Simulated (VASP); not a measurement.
Input:

```yaml
crystal:
  lattice:
    - [-1.66590, 1.66590, 1.66590]
    - [1.66590, -1.66590, 1.66590]
    - [1.66590, 1.66590, -1.66590]
  atoms:
    - { symbol: Ta, position: [0.00000, 0.00000, 0.00000] }
```

These are r2SCAN+rVV10, VASP's PBE PAW potentials (set 64) (plane waves; VASP 6.6.1) values and carry that method's errors. Numerical set-up: 520 eV cut-off, 15×15×15 Γ-centred mesh, first-order Methfessel-Paxton smearing of 0.10 eV, potentials Ta_pv.

Unless said otherwise, spin-orbit coupling is left out, though it shifts the bands of the heavy elements here.

### Question
Estimate the energy per atom (σ→0), pressure, band gap (on the k-mesh) with the smallest direct gap where there is one.

### Answer

```json
{
 "band gap (on the k-mesh)": "none (metal, semimetal or under 0.01 eV)",
 "energy per atom (σ→0)": "-4669.6 kJ/mol of atoms",
 "pressure": "-5.32 GPa"
}
```

Total energies compare only between runs with the same potentials, cut-off and functional.

The compound is Ta in the bcc structure. This cell is one point of a volume scan, at 1.03 of the reference volume.
